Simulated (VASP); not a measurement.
Energy against volume of Rh (fcc). Method: vdW-DF2, VASP's PBE PAW potentials (set 64) (plane waves; VASP). Settings: 520 eV cut-off, 16×16×16 Γ-centred mesh, first-order Methfessel-Paxton smearing of 0.10 eV, potentials Rh_pv.

| V (Å³/atom) | E (eV/atom) |
|---|---|
| 14.885 | -2.98778 |
| 15.345 | -2.99683 |
| 15.806 | -2.98915 |
| 16.266 | -2.96759 |

Problem. Fit these four points and predict the energy of the run at 14.425 Å³/atom.

Solution. A cubic in V^(−2/3), the third-order Birch-Murnaghan form, passes through the four points with V0 = 15.35 Å³/atom and B0 = 193 GPa, and gives -2.9586 eV/atom there. The run gave -2.9585 eV/atom, +0.1 meV/atom from the fit; all five points give B0 = 193 GPa.

The compound is Rh in the fcc structure. It was relaxed first, which changed the volume by +12 %.
